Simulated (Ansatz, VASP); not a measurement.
## Cross-check of PbF2 (Fluorocronite) between VASP and Ansatz

Aim: how closely do two programs agree when they are given the same cell, functional and k mesh?

Program: Ansatz 0.2.0. Level of theory: plane waves, with VASP 6.6.1 beside it; relaxation of cell and atoms at PBE with D3(BJ) and zone-centre phonons at PBE with D3(BJ). Results are calculated unless marked as measured.

The database entry behind the starting cell differs from later determinations by our own check (0.1 to 0.3 % short, probably kX units), so it need not match the best structure at ambient conditions.

**1. Starting point**

Symmetry: Fm-3m, No. 225, cubic system. Conventional cell: a = 5.927 Å, b = 5.927 Å, c = 5.927 Å, α = 90.00°, β = 90.00°, γ = 90.00°. Pb has 8 F at 2.57 Å nearest. Nearest to F lie 4 Pb at 2.57 Å. Farther neighbours and most contacts between anions are not listed.

Structure file:

```
Pb F
1.0
     0.00000    2.96366    2.96366
     2.96366    0.00000    2.96366
     2.96366    2.96366    0.00000
Pb F
1 2
Direct
  0.00000 0.00000 0.00000
  0.25000 0.25000 0.25000
  0.75000 0.75000 0.75000
```

**2. VASP: relaxation of cell and atoms, PBE with D3(BJ)**

The relaxed volume is the usual yardstick between codes: its relative difference is about their pressure difference at one cell divided by the bulk modulus.

Lines of VASP's logs that name or quote its potential files are left out, and so is its time.

INCAR reads:

```
SYSTEM = PbF2
PREC = Accurate
ENCUT = 520
EDIFF = 1E-06
NELM = 100
ISMEAR = 0
SIGMA = 0.05
LREAL = .FALSE.
ALGO = Normal
GGA = PE
IVDW = 12
NBANDS = 20
LORBIT = 11
LWAVE = .FALSE.
LCHARG = .FALSE.
KPAR = 2
IBRION = 2
NSW = 60
ISIF = 3
EDIFFG = -0.01
```

POSCAR reads:

```
PbF2
1.0
    0.0000000000      2.9636600000      2.9636600000
    2.9636600000      0.0000000000      2.9636600000
    2.9636600000      2.9636600000      0.0000000000
Pb F
1 2
Direct
    0.0000000000      0.0000000000      0.0000000000
    0.2500000000      0.2500000000      0.2500000000
    0.7500000000      0.7500000000      0.7500000000
```

KPOINTS reads:

```
Automatic mesh
0
Gamma
7 7 7
0 0 0
```

Potentials, in the order of the species: Pb_d and F (PBE family, release 64).

Launch:

```
$ mpirun -np 2 vasp_std
```

Numbers of over 12 decimals in the logs are rounded to 6 here.

What it wrote:

```text
[banner, memory and clock lines left out]
running    2 mpi-ranks, on    1 nodes
 distrk:  each k-point on    1 cores,    2 groups
 distr:  one band on    1 cores,    1 groups

 POSCAR found type information on POSCAR PbF
 POSCAR found :  2 types and       3 ions
 LDA part: xc-table for (Slater+PW92), standard interpolation
 POSCAR, INCAR and KPOINTS ok, starting setup
 FFT: planning ... GRIDC
 FFT: planning ... GRID_SOFT
 FFT: planning ... GRID
 WAVECAR not read
 entering main loop
       N       E                     dE             d eps       ncg     rms          rms(c)
DAV:   1     0.308779979384E+03    0.30878E+03   -0.14950E+04   808   0.159E+03
DAV:   2     0.144108367783E+02   -0.29437E+03   -0.27871E+03   848   0.447E+02
DAV:   3    -0.153512326212E+02   -0.29762E+02   -0.29384E+02   940   0.150E+02
DAV:   4    -0.162403968622E+02   -0.88916E+00   -0.88852E+00   904   0.275E+01
DAV:   5    -0.162688065758E+02   -0.28410E-01   -0.28408E-01  1020   0.507E+00    0.800E+00
DAV:   6    -0.143398013727E+02    0.19290E+01   -0.92460E+00  1088   0.244E+01    0.266E+00
DAV:   7    -0.143384915761E+02    0.13098E-02   -0.45332E-01   816   0.423E+00    0.156E+00
DAV:   8    -0.143360031469E+02    0.24884E-02   -0.10182E-01   844   0.366E+00    0.529E-01
DAV:   9    -0.143328790496E+02    0.31241E-02   -0.19812E-02  1036   0.107E+00    0.101E-01
DAV:  10    -0.143340212803E+02   -0.11422E-02   -0.14699E-03   812   0.343E-01    0.306E-02
DAV:  11    -0.143340139588E+02    0.73215E-05   -0.11808E-04   932   0.947E-02    0.942E-03
DAV:  12    -0.143340247691E+02   -0.10810E-04   -0.29093E-05   856   0.458E-02    0.913E-03
DAV:  13    -0.143340231856E+02    0.15835E-05   -0.97993E-06  1040   0.303E-02    0.943E-04
DAV:  14    -0.143340232311E+02   -0.45495E-07   -0.44956E-07   520   0.561E-03
   1 F= -.14794430E+02 E0= -.14794430E+02  d E =-.147944E+02
 curvature:   0.00 expect dE= 0.000E+00 dE for cont linesearch  0.000E+00
 trial: gam= 0.00000 g(F)=  0.496E-48 g(S)=  0.613E-02 ort = 0.000E+00 (trialstep = 0.100E+01)
 search vector abs. value=  0.613E-02
 bond charge predicted
       N       E                     dE             d eps       ncg     rms          rms(c)
DAV:   1    -0.144404846555E+02   -0.10646E+00   -0.23695E+00  1028   0.215E+01    0.223E+00
DAV:   2    -0.143530576465E+02    0.87427E-01   -0.37899E-01   904   0.608E+00    0.470E-01
DAV:   3    -0.143453332531E+02    0.77244E-02   -0.20796E-02  1028   0.221E+00    0.205E-01
DAV:   4    -0.143441756626E+02    0.11576E-02   -0.60815E-03   988   0.111E+00    0.666E-02
DAV:   5    -0.143441895332E+02   -0.13871E-04   -0.60301E-04   860   0.295E-01    0.306E-02
DAV:   6    -0.143441570248E+02    0.32508E-04   -0.13275E-04  1080   0.149E-01    0.671E-03
DAV:   7    -0.143441570767E+02   -0.51886E-07   -0.94377E-06   956   0.258E-02
   2 F= -.14796912E+02 E0= -.14796912E+02  d E =-.248273E-02
 trial-energy change:   -0.002483  1 .order   -0.002479   -0.006127    0.001168
 step:   0.8399(harm=  0.8399)  dis= 0.00000  next Energy=   -14.797002 (dE=-0.257E-02)
 bond charge predicted
       N       E                     dE             d eps       ncg     rms          rms(c)
DAV:   1    -0.143455059224E+02   -0.13489E-02   -0.60025E-02  1032   0.336E+00    0.358E-01
DAV:   2    -0.143432547838E+02    0.22511E-02   -0.98805E-03   904   0.973E-01    0.760E-02
DAV:   3    -0.143430534365E+02    0.20135E-03   -0.55032E-04  1032   0.357E-01    0.331E-02
DAV:   4    -0.143430260213E+02    0.27415E-04   -0.15634E-04   976   0.179E-01    0.109E-02
DAV:   5    -0.143430295783E+02   -0.35570E-05   -0.17364E-05   868   0.490E-02    0.565E-03
DAV:   6    -0.143430289888E+02    0.58953E-06   -0.35317E-06   568   0.251E-02
   3 F= -.14796997E+02 E0= -.14796997E+02  d E =-.256707E-02
 curvature:  -0.42 expect dE=-0.761E-06 dE for cont linesearch -0.761E-06
 trial: gam=-0.01690 g(F)=  0.126E-46 g(S)=  0.181E-05 ort = 0.105E-03 (trialstep = 0.968E+00)
 search vector abs. value=  0.635E-09
 reached required accuracy - stopping structural energy minimisation
```

OUTCAR, selected parts (step 2):

```text
ion  position               nearest neighbor table
   1  0.000  0.000  0.000-   3 2.57   3 2.57   3 2.57   2 2.57   2 2.57   2 2.57   3 2.57   2 2.57

  LATTYP: Found a face centered cubic cell.
 ALAT       =     5.9273200000

 Subroutine GETGRP returns: Found 48 space group operations
 (whereof 48 operations were pure point group operations)

The static configuration has the point symmetry O_h .

 Found     20 irreducible k-points:

   k-points           NKPTS =     20   k-points in BZ     NKDIM =     20   number of bands    NBANDS=     20

   dimension x,y,z NGX =    32 NGY =   32 NGZ =   32
   dimension x,y,z NGXF=    64 NGYF=   64 NGZF=   64

   ENCUT  =  520.0 eV  38.22 Ry    6.18 a.u.   7.79  7.79  7.79*2*pi/ulx,y,z

   NELECT =      28.0000    total number of electrons

 k-points in reciprocal lattice and weights: Automatic mesh
   0.00000000  0.00000000  0.00000000       0.003
   0.14285714  0.00000000  0.00000000       0.023
   0.28571429  0.00000000  0.00000000       0.023
   0.42857143  0.00000000  0.00000000       0.023
   0.14285714  0.14285714  0.00000000       0.017
   0.28571429  0.14285714  0.00000000       0.070
   0.42857143  0.14285714  0.00000000       0.070
  -0.42857143  0.14285714  0.00000000       0.070
  -0.28571429  0.14285714  0.00000000       0.070
[...]
-0.42857143  0.42857143  0.14285714       0.070
  -0.28571429  0.42857143  0.14285714       0.070

 Edisp (eV)   -0.45276

 average (electrostatic) potential at core
       1 -93.2231       2 -75.3816       3 -75.3816

 E-fermi :   1.9908

 k-point     1 :       0.0000    0.0000    0.0000
  band No.  band energies     occupation
    ...
     10      -0.6679      2.00000
     11      -0.6679      2.00000
     12      -0.1751      2.00000
     13      -0.1751      2.00000
     14      -0.1751      2.00000
     15       8.4734      0.00000
     16       8.4734      0.00000
     17       8.4734      0.00000
     18      12.3178      0.00000
     19      16.8319      0.00000
    ...

 k-point     2 :       0.1429    0.0000    0.0000
  band No.  band energies     occupation
    ...
     10      -0.7057      2.00000
     11      -0.7057      2.00000
     12      -0.2069      2.00000
     13      -0.2069      2.00000
     14       0.3088      2.00000
     15       7.8329      0.00000
     16       8.6323      0.00000
     17       8.6323      0.00000
     18      13.4201      0.00000
     19      16.3200      0.00000
    ...

 k-point     3 :       0.2857    0.0000    0.0000
  band No.  band energies     occupation
    ...
     10      -0.7882      2.00000
     11      -0.7882      2.00000
     12      -0.2784      2.00000
     13      -0.2784      2.00000
     14       1.0917      2.00000
     15       7.0821      0.00000
     16       8.9955      0.00000
     17       8.9955      0.00000
     18      14.7262      0.00000
     19      15.7253      0.00000
    ...

 Edisp (eV)   -0.45397

  Total       0.00613     0.00613     0.00613    -0.00000     0.00000     0.00000
  in kB       0.18587     0.18587     0.18587    -0.00000     0.00000     0.00000
  external pressure =        0.19 kB  Pullay stress =        0.00 kB

  energy-cutoff  :      520.00
  volume of cell :       52.82
      direct lattice vectors                 reciprocal lattice vectors
     0.000000000  2.977923888  2.977923888    -0.167902209  0.167902209  0.167902209
     2.977923888 -0.000000000  2.977923888     0.167902209 -0.167902209  0.167902209
     2.977923888  2.977923888  0.000000000     0.167902209  0.167902209 -0.167902209

 POSITION                                       TOTAL-FORCE (eV/Angst)
 -----------------------------------------------------------------------------------
      0.00000      0.00000      0.00000        -0.000000     -0.000000     -0.000000
      1.48896      1.48896      1.48896        -0.000000     -0.000000     -0.000000
      4.46689      4.46689      4.46689         0.000000      0.000000      0.000000
 -----------------------------------------------------------------------------------
    total drift:                                0.000000     -0.000000      0.000000

  FREE ENERGIE OF THE ION-ELECTRON SYSTEM (eV)
  ---------------------------------------------------
  free  energy   TOTEN  =       -14.7969967779 eV

  energy  without entropy=      -14.7969967779  energy(sigma->0) =      -14.79699678

 reached required accuracy - stopping structural energy minimisation

 total charge
# of ion       s       p       d       tot
------------------------------------------
    1        1.553   0.281   9.864  11.699
    2        1.742   4.324   0.000   6.066
    3        1.742   4.324   0.000   6.066
--------------------------------------------------
tot          5.038   8.928   9.864  23.831

[... 3 further parts left out ...]
```

CONTCAR:

```
PbF2
   1.00000000000000
     0.0000000000000000    2.9779238875638900    2.9779238875638900
     2.9779238875638900   -0.0000000000000000    2.9779238875638900
     2.9779238875638900    2.9779238875638900    0.0000000000000000
  Pb              F
     1     2
Direct
     0.0000000000000000    0.0000000000000000    0.0000000000000000
     0.2500000000000000    0.2500000000000000    0.2500000000000000
     0.7500000000000000    0.7500000000000000    0.7500000000000000
```

**3. Ansatz: relaxation of cell and atoms, PBE with D3(BJ)**

Ansatz runs on its default PAW (the set named soft_2) files.

The same cell, functional, mesh and smearing now go to Ansatz, which takes its cutoff from its data sets.

input.yaml reads:

```yaml
crystal:
  lattice:
    - [0.0, 2.96366, 2.96366]
    - [2.96366, 0.0, 2.96366]
    - [2.96366, 2.96366, 0.0]
  atoms:
    - { symbol: Pb, position: [0.0, 0.0, 0.0] }
    - { symbol: F, position: [0.25, 0.25, 0.25] }
    - { symbol: F, position: [0.75, 0.75, 0.75] }
hamiltonian:
  xc: pbe
  pseudopotentials: { kind: paw }
  dispersion: d3bj
kpoints:
  mp_grid: { grid: [7, 7, 7] }
scf:
  occupations: { method: gaussian, width: 0.05 }
relax:
  f_tol: 0.01
  max_steps: 60
  cell: { stress_tol: 0.05 }
output:
  forces: true
  stress: true
```

Launch:

```
$ ansatz run input.yaml --threads 4 --pin off --max-ram 9216MiB --backend cpu --events-out ev --progress --plain --runs-dir out
```

What it wrote:

```text
Engine: ansatz 0.2.0, x86_64-unknown-linux-gnu
Pseudopotentials: kind: paw
Pseudopotential: Pb, paw, valence charge 14, recommended cutoff 420 eV (normal), Pb.paw.azcp
Pseudopotential: F, paw, valence charge 7, recommended cutoff 420 eV (normal), F.paw.azcp
Functional definition: PBE
  parameter kappa = 0.804
  parameter beta = 0.066725
  exchange = pbe_x(kappa = kappa, mu = beta*pi^2/3)
  correlation = pbe_c(beta = beta)
Crystal: 3 atoms, lattice volume = 52.061 Å³
Basis set: ecut = 420 eV, 965 PW (Γ), exchange–correlation on 60×60×60 points (8 copies of the dense FFT grid, shifted against one another)
Bands: 18, of which v1, the nominal top of the filled ones, is band 14 counted from 1 (13 counted from 0)
Symmetry: 48 space group operations
Space group: Fm-3m (ITA 225), of the structure as read, at distance tolerance 3.7e-5 Å
k-points: 20 of 343
Non-local potential: Pb, projectors of the file, l = 0: 2, l = 1: 2, l = 2: 2, l = 3: 2
Non-local potential: F, projectors of the file, l = 0: 2, l = 1: 2, l = 2: 1
PAW form: soft (Blöchl's): semilocal exchange-correlation on the pseudo side does not see the compensation charge
PAW one-centre angular grid: Pb, 590 points (default); XC on 64 Gauss nodes
PAW one-centre angular grid: F, 110 points (default); XC on 64 Gauss nodes
Initial density: superposition of atomic densities (neutral atoms: chi_scale 0, normalization atom), corrected by the library's trained network
Initial wavefunctions: pseudopotential atomic-orbital guess
Functional: x = pbe(κ = 0.804, μ = 0.219515), c = pbe(β = 0.066725)
SCF iter   1: F=—  HF=-13525.156839 eV  |F-HF|=—  |Δ(HF+E_count)|=         —  Δρ=4.78e-4  dr2=5.36e-5  ethr=1.77e-3  ⟨swp⟩=6.0  Hψ=1852  notcnv=0
preconditioner: auto → none  [insulator: Δε(μ)=4.460 eV  Ē_g=17.170 eV  σ=0.050 eV  W_gap=1.00  n_scr=14 (ndim 8)  ℏωp=27.2 eV  f_vac=0.132  D(μ)=0.00/eV (n_scr^D=0)  ε∞_Penn≈3.5]
SCF iter   2: F=—  HF=-13525.156151 eV  |F-HF|=—  |Δ(HF+E_count)|=   6.88e-4  Δρ=4.62e-4  dr2=4.75e-5  ethr=1.91e-7  ⟨swp⟩=3.2  Hψ=964  notcnv=0
SCF iter   3: F=—  HF=-13525.156183 eV  |F-HF|=—  |Δ(HF+E_count)|=   3.27e-5  Δρ=1.85e-4  dr2=4.46e-6  ethr=1.70e-7  ⟨swp⟩=2.0  Hψ=484  notcnv=0
SCF iter   4: F=—  HF=-13525.156225 eV  |F-HF|=—  |Δ(HF+E_count)|=   4.15e-5  Δρ=7.35e-5  dr2=1.98e-6  ethr=1.59e-8  ⟨swp⟩=2.0  Hψ=640  notcnv=0
SCF iter   5: F=—  HF=-13525.156224 eV  |F-HF|=—  |Δ(HF+E_count)|=   7.54e-7  Δρ=2.95e-5  dr2=2.57e-7  ethr=7.07e-9  ⟨swp⟩=2.0  Hψ=601  notcnv=0
SCF iter   6: F=-13525.156224 eV  HF=-13525.156224 eV  |F-HF|=2.40e-9  |Δ(HF+E_count)|=   8.96e-8  Δρ=2.72e-6  dr2=1.37e-9  ethr=3.57e-10  ⟨swp⟩=4.0  Hψ=1209  notcnv=0
SCF 1 converged in 6 iterations: F = -13525.156224 eV  dr2 = 1.37e-9
  greatest PAW one-centre occupation: 0.984 electrons in one spin orbital (limit 2), on the Pb atom at site 0 (counted from 0), in its partial waves of l = 2
relax step   1: F+E_penalty+E_count = -13525.15622393 eV  Δ(F+E_penalty+E_count) = +0.000e0 eV  max|allowed force component| = 9.252e-18 eV/Å  Δτ_max = 0.0000 Å  P = +1.297 GPa  Ω = 52.061 Å³  (6 SCF iters, dr2 threshold 1.00e-7 eV, accepted)
[...]
relax step   2: F+E_penalty+E_count = -13525.15251314 eV  Δ(F+E_penalty+E_count) = +3.711e-3 eV  max|allowed force component| = 9.560e-17 eV/Å  Δτ_max = 0.0000 Å  P = -1.063 GPa  Ω = 53.654 Å³  energy of the carried Pulay correction = -4.603e-3 eV  (6 SCF iters, dr2 threshold 3.00e-7 eV, accepted)
[...]
relax step   3: F+E_penalty+E_count = -13525.15709817 eV  Δ(F+E_penalty+E_count) = -4.585e-3 eV  max|allowed force component| = 7.247e-17 eV/Å  Δτ_max = 0.0000 Å  P = -0.023 GPa  Ω = 52.925 Å³  energy of the carried Pulay correction = -2.513e-3 eV  (5 SCF iters, dr2 threshold 3.00e-7 eV, accepted)
[...]
relax step   4: F+E_penalty+E_count = -13525.16037008 eV  Δ(F+E_penalty+E_count) = -3.272e-3 eV  max|allowed force component| = 4.009e-17 eV/Å  Δτ_max = 0.0000 Å  P = +0.094 GPa  Ω = 52.925 Å³  stress off target by 9.37e-2 GPa  SCF on the basis re-selected at this cell (its energy is not comparable with the rows above)  (6 SCF iters)
[...]
relax step   5: F+E_penalty+E_count = -13525.16020687 eV  Δ(F+E_penalty+E_count) = +1.632e-4 eV  max|allowed force component| = 4.549e-17 eV/Å  Δτ_max = 0.0000 Å  P = +0.004 GPa  Ω = 52.989 Å³  energy of the carried Pulay correction = -1.830e-4 eV  (4 SCF iters, dr2 threshold 2.20e-8 eV, accepted)
[...]
relax step   6: F+E_penalty+E_count = -13525.16021556 eV  Δ(F+E_penalty+E_count) = -8.687e-6 eV  max|allowed force component| = 6.399e-17 eV/Å  Δτ_max = 0.0000 Å  P = +0.007 GPa  Ω = 52.989 Å³  stress off target by 6.63e-3 GPa  SCF on the basis re-selected at this cell (its energy is not comparable with the rows above)  (5 SCF iters)
basis re-selected at this cell: Δ(F+E_penalty+E_count) = -8.687e-6 eV, ΔP = +0.002 GPa vs the last step (what re-selecting the basis moved, of the pressure what is left beyond the Pulay correction that the steps carried, after the strain that the cell walked since its last selection, with what the two solves' SCF thresholds leave and, on support functions, any second-order correction that the steps lacked; it is no m [...]
SCF converged after 5 iterations
Free energy (F): -13525.160216 eV
Harris-Foulkes:  -13525.160216 eV  (|F-HF|=5.46e-12)
Internal energy: -13525.160216 eV  (E = F + TS)
E sigma→0 (E₀):  -13525.160216 eV
Fermi energy:    6.983370 eV
--- Per-component energies (eV) ---
  E_band       = -128.485326
  E_kinetic    = 698.021524
  E_local      = -2273.290667  (includes V_loc(G=0)·N_el)
  E_nonlocal   = 496.934139
  E_hartree    = 873.229733
  E_xc         = -381.644504
  E_vxc        = -338.131392  (∫ρ·V_xc dr)
  E_paw        = -10801.681099  (= ΣΔE_a)
  E_vpaw       = -458.482539  (= ΣTr[D̂ρ^β])
  E_aug_tail   = 0.004123  (compensation charges beyond the density's cutoff)
  E_ewald      = -2136.280817
  E_disp       = -0.452647  (pairwise vdW)
  E_smearing   = -0.000000  (= −TS)
  E_closure    = 0.000000  (closes the sum)
  Σ components = -13525.160216   (vs F -13525.160216, Δ=0.00e0)
--- Forces (eV/Å), atoms counted from 1 ---
  atom   1  Pb    -0.00000000     0.00000000     0.00000000
  atom   2  F     -0.00000000    -0.00000000    -0.00000000
  atom   3  F     -0.00000000    -0.00000000     0.00000000
  max |Σ_I F_I| component: 3.24e-17 eV/Å
--- Stress (GPa, compression-positive) ---
        0.006635      -0.000000      -0.000000
       -0.000000       0.006635       0.000000
       -0.000000      -0.000000       0.006635
  P = ⅓ Tr σ = 0.0066 GPa (0.066 kbar)
--- Relaxed structure (4 steps of the walk, 4 accepted, 2 SCFs on fresh bases) ---
  F+E_penalty+E_count = -13525.16021556 eV   max|allowed force component| = 6.399e-17 eV/Å   (the final SCF, on the basis selected at the relaxed cell)
  cell:  # Å, volume = 52.9894 Å³
    - [0, 2.981168, 2.981168]
    - [2.981168, 0, 2.981168]
    - [2.981168, 2.981168, 0]
  atoms:
    - { symbol: Pb, position: [0, 0, 0] }
    - { symbol: F, position: [0.250000, 0.250000, 0.250000] }
    - { symbol: F, position: [0.750000, 0.750000, 0.750000] }
```

Elapsed: 1.5 s, on 4 threads of Intel Xeon 6975P-C (Granite Rapids), shared host; peak memory 0.37 GiB.

**4. Comparison**

Known differences besides the potentials themselves: both relaxations stop at a tolerance, which leaves soft axes loose, and VASP keeps its plane-wave basis; the cutoff is 420 eV in Ansatz and 520 eV in VASP; VASP leaves aspherical gradient terms in its spheres out (LASPH is not set), Ansatz keeps them; Ansatz adds a Pulay correction to the stress that steers its cell, VASP none. Total energies have different zeros and are not compared.

Compared:

```csv
quantity,Ansatz,VASP,difference
volume (Å³),52.99,52.82,+0.33 %
"edge a after relaxation, in the typed setting (Å)",4.216,4.211,+0.11 %
```

The walks stopped with 0.01 GPa left in Ansatz and 0.02 GPa in VASP; each walk ends within a tolerance, so the volume difference is uncertain by about these residues over the bulk modulus, most in soft cells.

(Continued in part 2 of 2.)

[Lines on the potential files, build, host, timing and source positions are cut from VASP's logs without a mark.]

[Logs are printed without paths, hosts, clocks, repeated set-up lines and the standing remarks that a program may print on its own settings, such as how far it seeks lower states.]

[Hosts, paths, dates, database ids (printed as entryN), source tags and the programs' standing remarks are cut or masked in the printed files.]
